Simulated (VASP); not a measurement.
Input:

```
Te
1.0
    2.17692    -3.77053     0.00000
    2.17692     3.77053     0.00000
    0.00000     0.00000     5.97670
Te
3
Direct
  0.00000   0.27357   0.66667
  0.72643   0.72643   0.00000
  0.27357   0.00000   0.33333
```

The numbers are results of MS2 meta-GGA, VASP's PBE PAW potentials (set 64) (plane waves; VASP), not measurements. Numerical set-up: 520 eV cut-off, 7×7×4 Γ-centred mesh, tetrahedra with Blöchl corrections, potentials Te.

Unless said otherwise, spin-orbit coupling is left out, though it shifts the bands of the heavy elements here.

Problem. Give the energies of bands 4 to 12 at the high-symmetry points, in eV from the valence-band maximum.

Solution. 
| band | Γ | M | K | A | L | H |
|---|---|---|---|---|---|---|
| 4 | -2.98 | -5.09 | -4.64 | -4.12 | -5.99 | -5.40 |
| 5 | -2.59 | -4.59 | -4.64 | -2.62 | -3.69 | -5.29 |
| 6 | -2.59 | -3.86 | -3.33 | -2.62 | -3.67 | -5.29 |
| 7 | -1.72 | -3.74 | -3.33 | -1.37 | -2.63 | -1.05 |
| 8 | -1.72 | -1.00 | -3.07 | -0.95 | -2.34 | 0.00 |
| 9 | -0.97 | -0.80 | -3.04 | -0.95 | -0.32 | 0.00 |
| 10 | 1.10 | 0.85 | 3.08 | 0.50 | 0.60 | 0.12 |
| 11 | 1.10 | 0.90 | 3.08 | 0.63 | 2.02 | 1.29 |
| 12 | 1.83 | 2.71 | 3.38 | 0.63 | 2.73 | 1.29 |

The gap is direct, 0.12 eV, from the valence maximum at H to the conduction minimum at H.

The compound is Te in the trig structure. It was relaxed first.
